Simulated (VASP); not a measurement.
Bi2Te3 (Tellurobismuthite):

```
Bi Te
1.0
     2.19134    1.26517   10.64252
    -2.19134    1.26517   10.64252
     0.00000   -2.53034   10.64252
Bi Te
2 3
Direct
  0.39672 0.39672 0.39672
  0.60328 0.60328 0.60328
  0.00000 0.00000 0.00000
  0.21673 0.21673 0.21673
  0.78327 0.78327 0.78327
```

The cell isn't the ideal one: a relaxed cell with its volume scaled by 0.96.

* Program: VASP 6.6.1
* Task: relaxation of shape and atoms at fixed volume
* Functional: PBE
* Potentials or basis: VASP PAW PBE potentials, release 64 (Bi, Te)
* Cutoff: 300 eV
* k mesh: 5 × 5 × 4
* Occupations: gaussian, width 0.03 eV
* Spin: no spin polarisation

At the start: pressure 2.0 GPa; volume 35.41 Å³/atom.

Question: Where does the relaxation end?

Answer: Over 9 steps the energy falls by 6.2 meV/atom; space group R-3m (No. 166, to 0.05 Å).

The path:
| step | energy change (eV) | largest force (eV/Å) | pressure (GPa) |
| --- | --- | --- | --- |
| 1 | 0.0000 | 0.3143 | 1.98 |
| 2 | -0.0082 | 0.1940 | 1.74 |
| 3 | -0.0113 | 0.1781 | 1.45 |
| 4 | -0.0156 | 0.1595 | 1.34 |
| 5 | -0.0251 | 0.1055 | 1.04 |
| 6 | -0.0301 | 0.0406 | 0.49 |
| 7 | -0.0306 | 0.0272 | 0.61 |
| 8 | -0.0307 | 0.0242 | 0.70 |
| 9 | -0.0308 | 0.0021 | 0.66 |

Final structure:
```xyz
5
Lattice="2.2132 1.2778 10.4333 -2.2132 1.2778 10.4333 0.0000 -2.5556 10.4333" Properties=species:S:1:pos:R:3 pbc="T T T"
Bi    0.0000    0.0000   12.4743
Bi    0.0000    0.0000   18.8257
Te    0.0000    0.0000    0.0000
Te    0.0000    0.0000    6.6649
Te    0.0000    0.0000   24.6350
```
